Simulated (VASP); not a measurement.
Input:

```yaml
crystal:
  lattice:
    - [4.84564, 0.00000, 0.00000]
    - [0.00000, 4.84564, 0.00000]
    - [0.00000, 0.00000, 3.28050]
  atoms:
    - { symbol: Mn, position: [0.00000, 0.00000, 0.00000], spin: 4.5 }
    - { symbol: Mn, position: [0.50000, 0.50000, 0.50000], spin: -4.5 }
    - { symbol: F, position: [0.30360, 0.30360, 0.00000] }
    - { symbol: F, position: [0.80360, 0.19640, 0.50000] }
    - { symbol: F, position: [0.19640, 0.80360, 0.50000] }
    - { symbol: F, position: [0.69640, 0.69640, 0.00000] }
```

Level of theory: PBEsol GGA, VASP's PBE PAW potentials (set 64) (plane waves; VASP 6.6.1). Numerical set-up: 520 eV cut-off, 5×5×8 Γ-centred mesh, tetrahedra with Blöchl corrections, potentials Mn_pv F.

Task: The job: MnF₂ (rutile), 6 atoms, PBEsol, static run, 520 eV, 5×5×8 Γ-centred mesh. Roughly how much core time does it take on a busy server core?

Result: About 80 core-seconds (one run on a shared machine, a rough figure). It had 30 irreducible k-points, 32 bands, up to 2088 plane waves and 17 electronic steps.

The compound is MnF2 in the rutile structure. It was relaxed first. The spin order is the one that the start imposed; others were not tried in this run.
